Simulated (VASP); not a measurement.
Data:

```
CELL_PARAMETERS angstrom
     -2.99744     2.89868     2.99744
      2.89868    -2.99744     2.99744
      1.54810     1.54810    -1.54810
ATOMIC_POSITIONS crystal
  V  0.00000 0.00000 0.00000
  V  0.00000 0.50000 0.00000
  V  0.50000 0.00000 0.00000
  Mo 0.50000 0.50000 0.00000
```

Level of theory: PBEsol GGA, VASP's PBE PAW potentials (set 64) (plane waves; VASP 6.6.1). Settings: 400 eV cut-off, Gaussian smearing of 0.050 eV, potentials V_sv Mo_sv.

Task: Give the energies of bands 17 to 30 at the high-symmetry points, in eV from the Fermi level.

Result: 
```csv
band,Γ,L,T,P0,F
17,-6.73,-3.61,-4.37,-3.07,-4.71
18,-3.99,-2.81,-4.37,-3.07,-4.32
19,-3.99,-2.75,-3.58,-2.22,-3.21
20,-3.93,-2.26,-3.47,-1.87,-2.12
21,-1.88,-2.22,-3.47,-1.87,-1.97
22,-1.48,-1.76,-1.83,-1.63,-1.13
23,-1.48,-1.62,-1.83,-1.53,-1.08
24,-0.05,-1.25,-1.26,-1.52,-0.95
25,-0.05,-1.02,1.45,-1.52,-0.41
26,0.57,-0.53,1.45,-0.10,-0.23
27,1.78,0.52,2.04,-0.10,-0.11
28,2.30,0.71,2.48,0.21,0.05
29,2.35,1.41,2.58,1.71,1.82
30,2.35,1.54,2.58,1.77,1.86
```

It has no gap at this level: it comes out as a metal or semimetal.

The structure was generated: MoV3 was put into an ordered model structure (R-3m), which need not be its known phase. It was relaxed first, which changed the volume by -6 %. The run is not spin-polarised, so no magnetic state was tried. The electron count is odd and the run is not spin-polarised, which forces a metal.
